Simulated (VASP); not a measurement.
Level of theory: PBE GGA, VASP's PBE PAW potentials (set 64) (plane waves; VASP).

VASP ran on this input.

**INCAR**
```
ALGO  =  Normal
EDIFF  =  1E-6
EDIFFG  =  -0.01
ENCUT  =  300
GGA  =  PE
IBRION  =  2
ISIF  =  3
ISMEAR  =  0
LASPH  =  .TRUE.
LCHARG  =  .FALSE.
LREAL  =  .FALSE.
LWAVE  =  .FALSE.
NELM  =  100
NSW  =  50
PREC  =  Accurate
SIGMA  =  0.01
SYSTEM  =  KCl
```

### POSCAR
```
KCl
1.0
  0.0000000000   3.2147610000   3.2147610000
  3.2147610000   0.0000000000   3.2147610000
  3.2147610000   3.2147610000   0.0000000000
K Cl
1 1
Cartesian
  0.0000000000   0.0000000000   0.0000000000
  3.2147610000   3.2147610000   3.2147610000
```

KPOINTS:
```
Automatic
0
G
 9 9 9
```

POTCAR, in this order: K_sv Cl (PBE.64 set). Program: vasp_std.

Output of the run:

File OSZICAR:
```
       N       E                     dE             d eps       ncg     rms          rms(c)
DAV:   1     0.756521835384E+02    0.75652E+02   -0.53878E+03   840   0.781E+02
DAV:   2    -0.285879028785E+01   -0.78511E+02   -0.73502E+02  1120   0.220E+02
DAV:   3    -0.699032713082E+01   -0.41315E+01   -0.41146E+01  1068   0.484E+01
DAV:   4    -0.711859029403E+01   -0.12826E+00   -0.12818E+00  1396   0.802E+00
DAV:   5    -0.711982214615E+01   -0.12319E-02   -0.12318E-02  1096   0.774E-01    0.323E+00
DAV:   6    -0.681077918239E+01    0.30904E+00   -0.57245E-01  1020   0.401E+00    0.265E+00
DAV:   7    -0.679324530309E+01    0.17534E-01   -0.13865E-01  1064   0.215E+00    0.153E+00
DAV:   8    -0.680659190225E+01   -0.13347E-01   -0.21442E-02  1136   0.117E+00    0.177E-01
DAV:   9    -0.680765096574E+01   -0.10591E-02   -0.17099E-03  1112   0.269E-01    0.105E-01
DAV:  10    -0.680834037943E+01   -0.68941E-03   -0.66560E-04   964   0.198E-01    0.127E-02
DAV:  11    -0.680835251488E+01   -0.12135E-04   -0.20538E-05  1184   0.304E-02    0.603E-03
DAV:  12    -0.680835670761E+01   -0.41927E-05   -0.57195E-06  1024   0.166E-02    0.308E-03
DAV:  13    -0.680835693777E+01   -0.23016E-06   -0.71722E-07   816   0.670E-03
   1 F= -.68083569E+01 E0= -.68083569E+01  d E =-.680836E+01
       N       E                     dE             d eps       ncg     rms          rms(c)
DAV:   1    -0.684739582068E+01   -0.39039E-01   -0.78574E-01  1004   0.884E+00    0.124E+00
DAV:   2    -0.681750783117E+01    0.29888E-01   -0.71762E-02  1020   0.241E+00    0.449E-01
DAV:   3    -0.681153294648E+01    0.59749E-02   -0.18668E-02  1436   0.115E+00    0.330E-01
DAV:   4    -0.681164836792E+01   -0.11542E-03   -0.90080E-04  1624   0.175E-01    0.165E-01
DAV:   5    -0.681177093626E+01   -0.12257E-03   -0.50949E-04  1504   0.121E-01    0.250E-02
DAV:   6    -0.681176672063E+01    0.42156E-05   -0.18485E-05  1428   0.421E-02    0.109E-02
DAV:   7    -0.681176899879E+01   -0.22782E-05   -0.35121E-06   952   0.150E-02    0.805E-03
DAV:   8    -0.681176911987E+01   -0.12108E-06   -0.54630E-07   748   0.763E-03
   2 F= -.68117691E+01 E0= -.68117691E+01  d E =-.341218E-02
       N       E                     dE             d eps       ncg     rms          rms(c)
DAV:   1    -0.684050032656E+01   -0.28731E-01   -0.61356E-01  1008   0.783E+00    0.109E+00
DAV:   2    -0.681728524179E+01    0.23215E-01   -0.55662E-02  1012   0.213E+00    0.397E-01
DAV:   3    -0.681258156850E+01    0.47037E-02   -0.14664E-02  1424   0.102E+00    0.293E-01
DAV:   4    -0.681267626157E+01   -0.94693E-04   -0.71707E-04  1576   0.156E-01    0.146E-01
DAV:   5    -0.681277451772E+01   -0.98256E-04   -0.41178E-04  1520   0.108E-01    0.224E-02
DAV:   6    -0.681277092438E+01    0.35933E-05   -0.14869E-05  1436   0.373E-02    0.984E-03
DAV:   7    -0.681277293120E+01   -0.20068E-05   -0.24953E-06   896   0.125E-02    0.610E-03
DAV:   8    -0.681277294250E+01   -0.11293E-07   -0.33540E-07   700   0.602E-03
   3 F= -.68127729E+01 E0= -.68127729E+01  d E =-.441600E-02
```

### OUTCAR
```
------------------------ aborting loop because EDIFF is reached ----------------------------------------
  FORCE on cell =-STRESS in cart. coord.  units (eV):
  Direction    XX          YY          ZZ          XY          YZ          ZX
  --------------------------------------------------------------------------------------
  Total       -0.0028889     -0.0028889     -0.0028889      0.0000000      0.0000000     -0.0000000
  in kB       -0.0720928     -0.0720928     -0.0720928      0.0000000      0.0000000     -0.0000000
  external PRESSURE =      -0.0720928 kB  Pullay stress =       0.0000000 kB
  volume of cell :       64.20
      direct lattice vectors                 reciprocal lattice vectors
     0.000000000  3.178154753  3.178154753    -0.157323994  0.157323994  0.157323994
     3.178154753  0.000000000  3.178154753     0.157323994 -0.157323994  0.157323994
     3.178154753  3.178154753  0.000000000     0.157323994  0.157323994 -0.157323994
  FREE ENERGIE OF THE ION-ELECTRON SYSTEM (eV)
  ---------------------------------------------------
  free  energy   TOTEN  =        -6.8127729425 eV

  energy  without entropy=       -6.8127729425  energy(sigma->0) =       -6.81277294

 reached required accuracy - stopping structural energy minimisation
```
(Selected blocks of OUTCAR.)

CONTCAR:
```
KCl
   1.00000000000000
     0.0000000000000000    3.1781547534131276    3.1781547534131276
     3.1781547534131276    0.0000000000000000    3.1781547534131276
     3.1781547534131276    3.1781547534131276    0.0000000000000000
  K               Cl
     1     1
Direct
     0.0000000000000000    0.0000000000000000    0.0000000000000000
     0.5000000000000000    0.5000000000000000    0.5000000000000000
```

At this cut-off the stress carries a Pulay error, which pulls relaxed volumes low. Energy and stress use the plane-wave basis of the starting cell.

The structure comes from a computed database's KCl entry; how it stands against other phases isn't given here. This run relaxes it. Symmetry was kept, so distortions that lower it aren't found. The run is one of a series of settings (EDIFFG = -0.01, IBRION = 2, ISIF = 3, NSW = 50 against the base run), some of them coarse on purpose.
